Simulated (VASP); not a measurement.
# LiGe4N3 (P-3m1) in VASP: relaxation of cell and atoms with PBE

Aim: the relaxation of cell and atoms of LiGe4N3 with PBE.

Program: VASP 6.6.1. These are calculated values, not measurements. Logs are shortened: lines on timing, memory, paths and dates and some standing lists are left out, and cuts for length are marked.

## 1. The structure

Symmetry: P-3m1, No. 164, trigonal system. The conventional cell has a = 3.062 Å, b = 3.062 Å, c = 12.878 Å, α = 90.00°, β = 90.00°, γ = 120.00°. Around Li (site symmetry -3m) lie 6 N at 2.30 Å. Ge (site symmetry 3m) has 3 N at 2.00 Å as nearest neighbours. Around Ge (site symmetry 3m) lie 3 N at 2.24 Å. N (site symmetry 3m) is surrounded by 3 Ge at 2.00 Å and 3 Li at 2.30 Å. N (site symmetry -3m) has 6 Ge at 2.24 Å as nearest neighbours.

The cell was built by a generator and needn't be a form met in nature.

## 2. Relaxation of cell and atoms, PBE

File INCAR:

```
PREC = Accurate ; ENCUT = 520
EDIFF = 1E-6 ; ISMEAR = 0
SIGMA = 0.1 ; LREAL = F
LASPH = T ; NELM = 120
ALGO = Normal ; ISIF = 3
LWAVE = F ; LCHARG = F
GGA = PE ; IBRION = 2
NSW = 90 ; EDIFFG = -0.01
KPAR = 4
```

File KPOINTS:

```
Automatic mesh
0
Gamma
  12 12 4
```

File POSCAR:

```
LiGe4N3
1.0
    3.0620996900      0.0000000000      0.0000000000
   -1.5310498400      2.6518561200      0.0000000000
    0.0000000000      0.0000000000     12.8780000000
Li Ge N
1 4 3
Direct
    0.0000000000      0.0000000000      0.0000000000
    0.6666666700      0.3333333300      0.1876844200
    0.3333333300      0.6666666700      0.8123155800
    0.6666666700      0.3333333300      0.6062276800
    0.3333333300      0.6666666700      0.3937723200
    0.3333333300      0.6666666700      0.1146140700
    0.6666666700      0.3333333300      0.8853859300
    0.0000000000      0.0000000000      0.5000000000
```

Potentials or basis: VASP PAW PBE potentials, release 64 (Li_sv, Ge_d, N).

Launch:

```
cat potpaw_PBE.64/Li_sv/POTCAR potpaw_PBE.64/Ge_d/POTCAR potpaw_PBE.64/N/POTCAR > POTCAR
mpirun -np 4 vasp_std > vasp.out
```

OUTCAR:

```text
PREC = Accurate
   ENCUT = 520
   EDIFF = 1E-6
   ISMEAR = 0
   LREAL = F
   LASPH = T
   NELM = 120
   ISIF = 3
   GGA = PE
   IBRION = 2
   NSW = 90
   EDIFFG = -0.01

 ion  position               nearest neighbor table
   1  0.000  0.000  0.000-
   2  0.667  0.333  0.188-   6 2.00   6 2.00   6 2.00
   3  0.333  0.667  0.812-   7 2.00   7 2.00   7 2.00
   4  0.667  0.333  0.606-   8 2.24   8 2.24   8 2.24
   5  0.333  0.667  0.394-   8 2.24   8 2.24   8 2.24
   6  0.333  0.667  0.115-   2 2.00   2 2.00   2 2.00
   7  0.667  0.333  0.885-   3 2.00   3 2.00   3 2.00
   8  0.000  0.000  0.500-   4 2.24   5 2.24   5 2.24   4 2.24   4 2.24   5 2.24

  LATTYP: Found a hexagonal cell.
 ALAT       =     3.0620996900
 C/A-ratio  =     4.2056109545

  Lattice vectors:

 A1 = (   3.0620996900,   0.0000000000,   0.0000000000)
 A2 = (  -1.5310498400,   2.6518561200,   0.0000000000)
 A3 = (   0.0000000000,   0.0000000000,  12.8780000000)

Analysis of symmetry for initial positions (statically):
=====================================================================
 Subroutine PRICEL returns:
 Original cell was already a primitive cell.

 Routine SETGRP: Setting up the symmetry group for a
 hexagonal supercell.

 Subroutine GETGRP returns: Found 12 space group operations
 (whereof 12 operations were pure point group operations)
 out of a pool of 24 trial point group operations.

The static configuration has the point symmetry D_3d.

Analysis of symmetry for dynamics (positions and initial velocities):
=====================================================================
 Subroutine PRICEL returns:
 Original cell was already a primitive cell.

 Routine SETGRP: Setting up the symmetry group for a
 hexagonal supercell.

 Subroutine GETGRP returns: Found 12 space group operations
 (whereof 12 operations were pure point group operations)
 out of a pool of 24 trial point group operations.

The dynamic configuration has the point symmetry D_3d.

 Subroutine INISYM returns: Found 12 space group operations
 (whereof 12 operations are pure point group operations),
 and found     1 'primitive' translations

----------------------------------------------------------------------------------------

                                     Primitive cell

  volume of cell :     104.5726

  direct lattice vectors                    reciprocal lattice vectors
     3.062099690  0.000000000  0.000000000     0.326573300  0.188547182  0.000000000
    -1.531049840  2.651856120  0.000000000     0.000000000  0.377094365  0.000000000
     0.000000000  0.000000000 12.878000000     0.000000000  0.000000000  0.077651809

  length of vectors
     3.062099690  3.062099687 12.878000000     0.377094365  0.377094365  0.077651809

  position of ions in fractional coordinates (direct lattice)
     0.000000000  0.000000000  0.000000000
     0.666666670  0.333333330  0.187684420
     0.333333330  0.666666670  0.812315580
     0.666666670  0.333333330  0.606227680
     0.333333330  0.666666670  0.393772320
     0.333333330  0.666666670  0.114614070
     0.666666670  0.333333330  0.885385930
     0.000000000  0.000000000  0.500000000

  ion indices of the primitive-cell ions
   primitive index   ion index
                 1           1
                 2           2
                 3           3
                 4           4
                 5           5
                 6           6
                 7           7
                 8           8

----------------------------------------------------------------------------------------

 KPOINTS: Automatic mesh

Automatic generation of k-mesh.
 Grid dimensions read from file:
 generate k-points for:   12   12    4

 Generating k-lattice:

  Cartesian coordinates                     Fractional coordinates (reciprocal lattice)
     0.027214442  0.015712265  0.000000000     0.083333333  0.000000000  0.000000000
     0.000000000  0.031424530  0.000000000     0.000000000  0.083333333  0.000000000
     0.000000000  0.000000000  0.019412952     0.000000000  0.000000000  0.250000000

  Length of vectors
     0.031424530  0.031424530  0.019412952

  Shift w.r.t. Gamma in fractional coordinates (k-lattice)
     0.000000000  0.000000000  0.000000000

 Subroutine IBZKPT returns following result:
 ===========================================

 Found     69 irreducible k-points:

 Following reciprocal coordinates:
            Coordinates               Weight
  0.000000  0.000000  0.000000      1.000000
  0.083333  0.000000  0.000000      6.000000
  0.166667  0.000000  0.000000      6.000000
  0.250000  0.000000  0.000000      6.000000
  0.333333  0.000000  0.000000      6.000000
  0.416667  0.000000  0.000000      6.000000
[... 16 lines left out ...]
  0.166667  0.000000  0.250000      6.000000
  0.000000  0.166667  0.250000      6.000000
 [... further k-points ...]
   k-points           NKPTS =     69   k-points in BZ     NKDIM =     69   number of bands    NBANDS=     44
   number of dos      NEDOS =    301   number of ions     NIONS =      8
   total plane-waves  NPLWV =  55296
   dimension x,y,z NGX =    24 NGY =   24 NGZ =   96
   dimension x,y,z NGXF=    48 NGYF=   48 NGZF=  192
   ions per type =               1   4   3
   NGX,Y,Z   is equivalent  to a cutoff of  13.03, 13.03, 12.39 a.u.
   NGXF,Y,Z  is equivalent  to a cutoff of  26.06, 26.06, 24.79 a.u.
 SYSTEM =  unknown system
   PREC   = accura    normal or accurate (medium, high low for compatibility)
   ISTART =      0    job   : 0-new  1-cont  2-samecut
   ICHARG =      2    charge: 1-file 2-atom 10-const
   ISPIN  =      1    spin polarized calculation?
   LNONCOLLINEAR =      F non collinear calculations
   LSORBIT =      F    spin-orbit coupling
   LASPH  =      T    aspherical Exc in radial PAW
   ENCUT  =  520.0 eV  38.22 Ry    6.18 a.u.   5.69  5.69 23.94*2*pi/ulx,y,z
   NELM   =    120;   NELMIN=  2; NELMDL= -5     # of ELM steps
   EDIFF  = 0.1E-05   stopping-criterion for ELM
   LREAL  =      F    real-space projection
   EDIFFG = -.1E-01   stopping-criterion for IOM
   NSW    =     90    number of steps for IOM
   IBRION =      2    ionic relax: 0-MD 1-quasi-New 2-CG
   NFREE  =      1    steps in history (QN), initial steepest desc. (CG)
   ISIF   =      3    stress and relaxation
   ISYM   =      2    0-nonsym 1-usesym 2-fastsym
   POTIM  = 0.5000    time-step for ionic-motion
   TEBEG  =    0.0;   TEEND  =   0.0 temperature during run
   PSTRESS=    0.0 pullay stress
   NELECT =      74.0000    total number of electrons
   NUPDOWN=      -1.0000    fix difference up-down
   EMIN   =  10.00;   EMAX   =-10.00  energy-range for DOS
   EFERMI =   0.00;   METHOD = LEGACY
   ISMEAR =     0;   SIGMA  =   0.10  broadening in eV -4-tet -1-fermi 0-gaus
   EFERMI_NEDOS =   21; number of points for ismear=-14 and -15
   IALGO  =     38    algorithm
   IMIX   =      4    mixing-type and parameters
     AMIX     =   0.40;   BMIX     =  1.00
     AMIX_MAG =   1.60;   BMIX_MAG =  1.00
  volume/ion in A,a.u.               =      13.07        88.21
  Fermi-wavevector in a.u.,A,eV,Ry     =   1.458857  2.756841 28.956801  2.128265
  Thomas-Fermi vector in A             =   2.575493
   LORBIT       =      0    0 simple, 1 ext, 2 COOP (PROOUT), +10 PAW based schemes
   GGA     = PE    functional components
   LHFCALC =     F    Hartree Fock is set to
   AEXX    =    0.0000 exact exchange contribution
   IVDW    =     0    specifies the selected vdW correction
   LEPSILON=     F    determine dielectric tensor
   LRPA    =     F    only Hartree local field effects (RPA)
 conjugate gradient relaxation of ions
 non-spin polarized calculation
 Gauss-broadening in eV      SIGMA  =   0.10
  energy-cutoff  :      520.00
  volume of cell :      104.57
 maximum number of plane-waves:      2843
 NGX is ok and might be reduce to    24
   NGX = 11   NGY = 11   NGZ = 47

--------------------------------------- Ionic step        1  -------------------------------------------

 number of electron      73.9999965 magnetization

 Free energy of the ion-electron system (eV)
  ---------------------------------------------------
  ext. energy  EPLUGINS =         0.00000000
  ---------------------------------------------------
  free energy    TOTEN  =       -43.67223023 eV

  energy without entropy =      -43.65940550  energy(sigma->0) =      -43.66581786

------------------------ aborting loop because EDIFF is reached ----------------------------------------

  FORCE on cell =-STRESS in cart. coord.  units (eV):
  Direction    XX          YY          ZZ          XY          YZ          ZX
  --------------------------------------------------------------------------------------
  -------------------------------------------------------------------------------------
  Total        0.4051492      0.4051492      0.1180096      0.0000000      0.0000000      0.0000000
  in kB        6.2073738      6.2073738      1.8080490      0.0000000      0.0000000      0.0000000
  external PRESSURE =       4.7409322 kB  Pullay stress =       0.0000000 kB
[... 107 lines left out ...]
  FREE ENERGIE OF THE ION-ELECTRON SYSTEM (eV)
  ---------------------------------------------------
  free  energy   TOTEN  =       -43.6764412821 eV

  energy  without entropy=      -43.6640744024  energy(sigma->0) =      -43.67025784

[... ionic steps 4 to 24 ...]

--------------------------------------- Ionic step       25  -------------------------------------------

 number of electron      73.9999973 magnetization

------------------------ aborting loop because EDIFF is reached ----------------------------------------

  FORCE on cell =-STRESS in cart. coord.  units (eV):
  Direction    XX          YY          ZZ          XY          YZ          ZX
  --------------------------------------------------------------------------------------
  -------------------------------------------------------------------------------------
  Total        0.0362563      0.0362563      0.0910932      0.0000000      0.0000000     -0.0000000
  in kB        0.5479341      0.5479341      1.3766741      0.0000000      0.0000000     -0.0000000
  external PRESSURE =       0.8241807 kB  Pullay stress =       0.0000000 kB
[... 69 lines left out ...]
  energy  without entropy=      -43.6678241922  energy(sigma->0) =      -43.67397745

--------------------------------------- Ionic step       27  -------------------------------------------

 number of electron      73.9999974 magnetization

 Free energy of the ion-electron system (eV)
  ---------------------------------------------------
  ext. energy  EPLUGINS =         0.00000000
  ---------------------------------------------------
  free energy    TOTEN  =       -43.68013570 eV

  energy without entropy =      -43.66782457  energy(sigma->0) =      -43.67398014

 E-fermi :   6.4607     XC(G=0): -11.1291

 val. band max:        6.4094035750   @ k =   0.3333   0.3333   0.5000
 cond. band min:       6.4672506627   @ k =   0.3333   0.1667   0.2500
 fundamental gap:      0.0578470877
 Fermi energy:         6.4607431089

 k-point     1 :       0.0000    0.0000    0.0000
  band No.  band energies     occupation
      1     -39.3191      2.00000
      2     -18.6721      2.00000
      3     -18.6721      2.00000
      4     -18.6660      2.00000
      5     -18.6660      2.00000
      6     -18.6578      2.00000
[... 1117 lines left out ...]
     43      11.6617      0.00000
     44      12.0380      0.00000

 [... further k-points ...]
[... 5 lines left out ...]
  --------------------------------------------------------------------------------------
  -------------------------------------------------------------------------------------
  Total       -0.0167767     -0.0167767      0.0459745     -0.0000000      0.0000000      0.0000000
  in kB       -0.2535173     -0.2535173      0.6947336     -0.0000000      0.0000000      0.0000000
  external PRESSURE =       0.0625663 kB  Pullay stress =       0.0000000 kB
[... 23 lines left out ...]
  FREE ENERGIE OF THE ION-ELECTRON SYSTEM (eV)
  ---------------------------------------------------
  free  energy   TOTEN  =       -43.6801357044 eV

  energy  without entropy=      -43.6678245706  energy(sigma->0) =      -43.67398014

 reached required accuracy - stopping structural energy minimisation
```

Run time: 18 min. Hardware: 4 MPI ranks of Intel Xeon Platinum 8375C at 2.90GHz (Ice Lake), shared host; peak memory 0.39 GiB.

The run converged, but some of its settings lie outside the range that counts as converged, so its numbers aren't taken as properties of the crystal.

Results:

```yaml
Free_energy: -43.6801 eV
Relaxed_volume: 13.25 Å³/atom
Relaxed_cell: a = 3.067 Å, b = 3.067 Å, c = 13.018 Å, α = 90.00°, β = 90.00°, γ = 120.00°
Space_group_after_relaxing_to_0.05_Å: P-3m1 (No. 164)
Energy_gained_by_relaxing: 1.0 meV/atom
Ionic_steps: 27
Largest_force_after_relaxing: 0.006 eV/Å
Band_gap_on_the_k_mesh: none (metal or under the smearing width)
```

Caveat: the cutoff is under 1.25 times the usual one of these potentials, so pressure, stress and relaxed cells hold a basis-set (Pulay) error.
